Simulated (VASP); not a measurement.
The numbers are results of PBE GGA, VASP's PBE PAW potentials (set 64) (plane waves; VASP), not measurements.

The input files of a VASP run:

### KPOINTS
```
Automatic
0
gamma
 14 14 8
```

POSCAR:
```
Tc
1
    1.3790380000    -2.3367110000     0.0000000000
    1.3790380000     2.3367110000     0.0000000000
    0.0000000000     0.0000000000     4.3470930000
Tc
2
Direct
  0.3333330000   0.6666670000   0.2500000000
  0.6767050000   0.3433710000   0.7500000000
```

**INCAR**
```
SYSTEM = Tc
PREC = Accurate; ENCUT = 400; LREAL = .FALSE.
LASPH = .TRUE.
EDIFF = 1E-6; NELM = 100; ALGO = Conjugate
LMAXMIX = 4
ISMEAR = 1; SIGMA = 0.1
GGA = PE
ISIF = 2
LWAVE = .FALSE.; LCHARG = .FALSE.
```

POTCAR, in this order: Tc_pv (PBE.64 set). Program: vasp_std.

Output of the run:

### OUTCAR
```
 ion  position               nearest neighbor table
   1  0.333  0.667  0.250-   2 2.67   2 2.67   2 2.68   2 2.68   2 2.70   2 2.70
   2  0.677  0.343  0.750-   1 2.67   1 2.67   1 2.68   1 2.68   1 2.70   1 2.70
  LATTYP: Found a base centered orthorhombic cell.
 ALAT       =     2.7580760000
 B/A-ratio  =     1.6944500442
 C/A-ratio  =     1.5761324198
 Subroutine PRICEL returns:
 Original cell was already a primitive cell.
 Subroutine GETGRP returns: Found  4 space group operations
The static configuration has the point symmetry C_1 .
 The point group associated with its full space group is C_2h.
The dynamic configuration has the point symmetry C_1 .
 Subroutine INISYM returns: Found  4 space group operations
 Subroutine IBZKPT returns following result:
 Found    500 irreducible k-points:

 Following reciprocal coordinates:
            Coordinates               Weight
  0.000000  0.000000  0.000000      1.000000
  0.071429 -0.000000  0.000000      2.000000
 -0.000000  0.071429  0.000000      2.000000
  0.142857  0.000000  0.000000      2.000000
  0.000000  0.142857  0.000000      2.000000
  0.214286  0.000000  0.000000      2.000000
...
```

**OSZICAR**
```
       N       E                     dE             d eps       ncg     rms           ort
DAV:   1     0.274668972141E+03    0.27467E+03   -0.14658E+04  8500   0.137E+03
DAV:   2    -0.153697895644E+02   -0.29004E+03   -0.28712E+03  8500   0.415E+02
DAV:   3    -0.220305461510E+02   -0.66608E+01   -0.64974E+01  8500   0.739E+01
DAV:   4    -0.220878527356E+02   -0.57307E-01   -0.56719E-01  8500   0.676E+00
DAV:   5    -0.220883973344E+02   -0.54460E-03   -0.54451E-03  8500   0.611E-01
SDA:   6    -0.193041703885E+02    0.27842E+01   -0.54451E-03  8500   0.729E+01   0.000E+00
CGA:   7    -0.203751265853E+02   -0.10710E+01   -0.10713E+01  8500   0.985E+00  -0.154E-02
CGA:   8    -0.206251598410E+02   -0.25003E+00   -0.25018E+00  8500   0.119E+00  -0.176E-02
CGA:   9    -0.206535045235E+02   -0.28345E-01   -0.28334E-01  8500   0.353E-01   0.314E-03
CGA:  10    -0.206666990981E+02   -0.13195E-01   -0.13248E-01  8500   0.133E-01  -0.133E-03
CGA:  11    -0.206701548463E+02   -0.34557E-02   -0.34516E-02  8500   0.248E-02   0.894E-04
CGA:  12    -0.206709255958E+02   -0.77075E-03   -0.77094E-03  8500   0.606E-03  -0.259E-05
CGA:  13    -0.206711215632E+02   -0.19597E-03   -0.19554E-03  8500   0.171E-03   0.478E-05
CGA:  14    -0.206711896234E+02   -0.68060E-04   -0.67802E-04  8500   0.653E-04   0.170E-05
CGA:  15    -0.206712152739E+02   -0.25651E-04   -0.26182E-04  8500   0.248E-04  -0.380E-05
CGA:  16    -0.206712238156E+02   -0.85416E-05   -0.83570E-05  8500   0.766E-05   0.214E-05
CGA:  17    -0.206712266577E+02   -0.28421E-05   -0.28189E-05  8500   0.202E-05   0.391E-06
SDA:  18    -0.206712275176E+02   -0.85992E-06   -0.11198E-05  8500   0.171E-05  -0.108E-05
   1 F= -.20671228E+02 E0= -.20671211E+02  d E =-.508144E-04
```

### OUTCAR
```
------------------------ aborting loop because EDIFF is reached ----------------------------------------
  FORCE on cell =-STRESS in cart. coord.  units (eV):
  Direction    XX          YY          ZZ          XY          YZ          ZX
  --------------------------------------------------------------------------------------
  Total        0.6966330      1.8455606      1.5751930     -0.1567091      0.0000000      0.0000000
  in kB       39.8386346    105.5428281     90.0812032     -8.9617868      0.0000000      0.0000000
  external PRESSURE =      78.4875553 kB  Pullay stress =       0.0000000 kB
  volume of cell :       28.02
      direct lattice vectors                 reciprocal lattice vectors
     1.379038000 -2.336711000  0.000000000     0.362571590 -0.213975969  0.000000000
     1.379038000  2.336711000  0.000000000     0.362571590  0.213975969  0.000000000
     0.000000000  0.000000000  4.347093000     0.000000000  0.000000000  0.230038787
 POSITION                                       TOTAL-FORCE (eV/Angst)
 -----------------------------------------------------------------------------------
      1.37904      0.77891      1.08677         0.071910      0.105655     -0.000000
      1.40672     -0.77891      3.26032        -0.071910     -0.105655      0.000000
 -----------------------------------------------------------------------------------
    total drift:                               -0.000043      0.000002      0.000000
  FREE ENERGIE OF THE ION-ELECTRON SYSTEM (eV)
  ---------------------------------------------------
  free  energy   TOTEN  =       -20.6712275176 eV

  energy  without entropy=      -20.6711767032  energy(sigma->0) =      -20.67121058
```
(Selected blocks of OUTCAR.)

The compound is Tc in the hcp structure. The cell was not relaxed at this level, atoms are displaced from their ideal sites. The run is one of a series of settings (ALGO = Conjugate against the base run), some of them coarse on purpose.
